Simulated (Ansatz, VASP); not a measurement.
ZrOs: VASP beside Ansatz

```xyz
2
Lattice="3.3059 0.0000 0.0000 0.0000 3.3059 0.0000 0.0000 0.0000 3.3059" Properties=species:S:1:pos:R:3 pbc="T T T"
Zr    1.6530    1.6530    1.6530
Os    0.0000    0.0000    0.0000
```

Change from the starting cell: volume scaled by 1.04, PAW files.

Alike in both runs: task electric field gradients; functional LDA; k mesh 13 × 13 × 13; occupations fermi-dirac, width 0.03 eV; no spin polarisation.

|  | VASP | Ansatz |
| --- | --- | --- |
| version | VASP 6.6.1 | Ansatz 0.2.0 |
| potentials or method | VASP PAW LDA potentials, release 64 (Zr_sv, Os) | PAW with Ansatz's default frozen-core files, scalar-relativistic |
| plane-wave cutoff (eV) | 520 | 420 |
| valence electrons in the cell | 20 | 28 |

VASP gave:

* pressure (GPa): -14.6
* Vzz of the field gradient on the site that differs most (V/Å²): 0.0

Task: What did Ansatz give for the same quantities?

Result: Pressure (GPa): -14.8; Vzz of the field gradient on the site that differs most (V/Å²): 0.0.

The two sets of potentials don't hold the same shells in valence. Ansatz warned: «gradients_without_spin_orbit».

The runs have no spin-orbit coupling, so splittings on Os are missing.
